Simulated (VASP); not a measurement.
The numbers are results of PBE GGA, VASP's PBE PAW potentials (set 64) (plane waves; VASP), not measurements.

A VASP calculation is set up with these files.

**POSCAR**
```
SnSe2
1
    3.8257640000     0.0000000000     0.0000000000
   -1.9128820000     3.3132090000     0.0000000000
    0.0000000000     0.0000000000     6.4586390000
Sn Se
1 2
Direct
  0.0000000000   0.0000000000   0.0000000000
  0.6666670000   0.3333330000   0.7571000000
  0.3333330000   0.6666670000   0.2429000000
```

KPOINTS:
```
Automatic
0
Gamma
  7 7 4
0 0 0
```

### INCAR
```
SYSTEM = SnSe2
PREC = Accurate
ENCUT = 300
EDIFF = 1E-6
NELM = 100
ALGO = Normal
LREAL = .FALSE.
LASPH = .TRUE.
ISMEAR = 0
SIGMA = 0.01
GGA = PE
LMAXMIX = 4
LWAVE = .FALSE.
LCHARG = .FALSE.
ISIF = 2
```

POTCAR, in this order: Sn_d Se (PBE.64 set). Program: vasp_std.

At this cut-off the stress carries a Pulay error, which pulls relaxed volumes low.

### Question
What does the run give for the energy per atom (σ→0), pressure, largest force?

### Answer

```json
{
  "energy per atom (σ→0)": "-3.944 eV/atom",
  "pressure": "2.65 GPa",
  "largest_force": "0.373 eV/Å"
}
```

File OSZICAR:
```
...
DAV:   6    -0.118496019666E+02    0.25196E+00   -0.61100E-01  1389   0.840E+00    0.325E+00
DAV:   7    -0.118307288665E+02    0.18873E-01   -0.16044E-01  1176   0.275E+00    0.993E-01
DAV:   8    -0.118304798122E+02    0.24905E-03   -0.12650E-02  1208   0.115E+00    0.276E-01
DAV:   9    -0.118309676948E+02   -0.48788E-03   -0.13900E-03  1131   0.284E-01    0.832E-02
DAV:  10    -0.118309782692E+02   -0.10574E-04   -0.11818E-04  1371   0.849E-02    0.327E-02
DAV:  11    -0.118310117211E+02   -0.33452E-04   -0.53843E-05  1033   0.433E-02    0.875E-03
DAV:  12    -0.118310117685E+02   -0.47469E-07   -0.19734E-06  1111   0.114E-02
   1 F= -.11831012E+02 E0= -.11831012E+02  d E =-.229790E-30
```

The structure comes from a computed database's SnSe2 entry; how it stands against other phases isn't given here. The cell was not relaxed at this level.
